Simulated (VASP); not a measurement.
A convergence study with VASP on SiO2 (rutile): one setting is varied, all else stays as given below, so the limit is that of these other settings.

```xyz
6
Lattice="4.1800 0.0000 0.0000 0.0000 4.1800 0.0000 0.0000 0.0000 2.6700" Properties=species:S:1:pos:R:3 pbc="T T T"
Si     0.0000     0.0000     0.0000
Si     2.0900     2.0900     1.3350
O      1.2791     1.2791     0.0000
O      3.3691     0.8109     1.3350
O      0.8109     3.3691     1.3350
O      2.9009     2.9009     0.0000
```

The numbers are results of PBE GGA, VASP's PBE PAW potentials (set 64) (plane waves; VASP), not measurements. The tightest run used: 700 eV cut-off, 11×11×17 Γ-centred mesh, Gaussian smearing of 0.050 eV, potentials Si O.

The reference is 11×11×17 mesh, which took about 2 core-minutes. The timings are rough (shared machines, no repeats); factors under 2 mean little.

Question: Of the settings 1×1×1 mesh; 1×1×2 mesh; 2×2×3 mesh; 3×3×4 mesh; 3×3×5 mesh; 4×4×6 mesh; 5×5×7 mesh; 5×5×8 mesh; 6×6×9 mesh; 7×7×10 mesh; 7×7×11 mesh; 8×8×12 mesh; 9×9×13 mesh; 9×9×14 mesh; 10×10×15 mesh; 11×11×16 mesh; 11×11×17 mesh, which is the lowest that keeps the difference from the reference in the stress, largest component (GPa) within 0.1 from there on, and what does it cost?

Answer: 3×3×5 mesh; its cost over the reference is about 1/10.
```tsv
setting	difference in the stress, largest component (GPa)	cost over the reference
1×1×1 mesh	48.67	about 1/40
1×1×2 mesh	14.03	about 1/30
2×2×3 mesh	1.79	about 1/20
3×3×4 mesh	0.37	about 1/10
3×3×5 mesh	0.05	about 1/10
4×4×6 mesh	0.01	about 1/7
5×5×7 mesh	0.00	about 1/7
5×5×8 mesh	0.00	about 1/6
6×6×9 mesh	0.00	about 1/4
7×7×10 mesh	0.00	about 1/3
7×7×11 mesh	0.00	about 1/3
8×8×12 mesh	0.00	within a factor of 2
9×9×13 mesh	0.00	within a factor of 2
9×9×14 mesh	0.00	within a factor of 2
10×10×15 mesh	0.00	within a factor of 2
11×11×16 mesh	0.00	within a factor of 2
11×11×17 mesh	0.00	reference
```

Left out are rungs that failed or repeat a setting and relaxations that didn't move; long series are thinned to 24 rows.

The compound is SiO2 in the rutile structure, stishovite, a high-pressure form. The cell was not relaxed at this level, forces remain on its atoms.
